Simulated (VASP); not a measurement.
A run of VASP 6.6.1 is set up as follows.

INCAR

```
SYSTEM = Rh
PREC = Accurate
ENCUT = 520
EDIFF = 1E-6
ISMEAR = -1
SIGMA = 0.1
LREAL = .False.
LASPH = .True.
NELM = 60
ALGO = Fast
ISIF = 2
LWAVE = .False.
LCHARG = .False.
GGA = CA
NBANDS = 14
```

File KPOINTS:

```
regular mesh
0
Gamma
  24 24 24
  0 0 0
```

File POSCAR:

```
Rh
1.0
   -1.5041841359      1.5041841359      1.5041841359
    1.5041841359     -1.5041841359      1.5041841359
    1.5041841359      1.5041841359     -1.5041841359
Rh
1
Direct
    0.0000000000      0.0000000000      0.0000000000
```

Potentials or basis: VASP PAW LDA potentials, release 64 (Rh_pv).

Command:

```bash
$ cat potpaw_LDA.64/Rh_pv/POTCAR > POTCAR
$ mpirun -np 1 vasp_std > vasp.out
```

(1) What does it give for the band gap on the k mesh?

(2) Estimate the pressure.

## Answers

(1) none (metal or under the smearing width).

(2) 0.6 GPa.
